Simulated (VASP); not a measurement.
Consider the following.

```xyz
4
Lattice="1.2298 -2.1300 0.0000 1.2298 2.1300 0.0000 0.0000 0.0000 7.1921" Properties=species:S:1:pos:R:3 pbc="T T T"
C      0.0000     0.0000     1.7980
C      0.0000     0.0000     5.3941
C      1.2298     0.7100     1.7980
C      1.2298    -0.7100     5.3941
```

The numbers are results of PBEsol GGA, VASP's PBE PAW potentials (set 64) (plane waves; VASP), not measurements. Settings: 620 eV cut-off, 10×10×3 Γ-centred mesh, Gaussian smearing of 0.050 eV, potentials C.

Energy and stress use the plane-wave basis of the starting cell. Without a dispersion term in the relaxation, distances and binding between the weakly bound layers, chains or molecules are unreliable, and so is what depends on them.

The ions, cell shape and volume at an external pressure of 5.0 GPa are relaxed. Predict the relaxed structure.

```xyz
4
Lattice="1.2249 -2.1215 0.0000 1.2249 2.1215 0.0000 0.0000 0.0000 6.2232" Properties=species:S:1:pos:R:3 pbc="T T T"
C      0.0000     0.0000     1.5558
C      0.0000     0.0000     4.6674
C      1.2249     0.7072     1.5558
C      1.2249    -0.7072     4.6674
```
Space group P6_3/mmc (194), at a tolerance of 0.03 Å.

How do energy and volume change from the first to the last step?

The energy (σ→0) changes by +13.6 meV/atom and the volume by -14.2 %, in 11 ionic steps.

The compound is C in the graphite structure. This run relaxes it under an external pressure of 5 GPa. Symmetry was kept, so distortions that lower it aren't found.
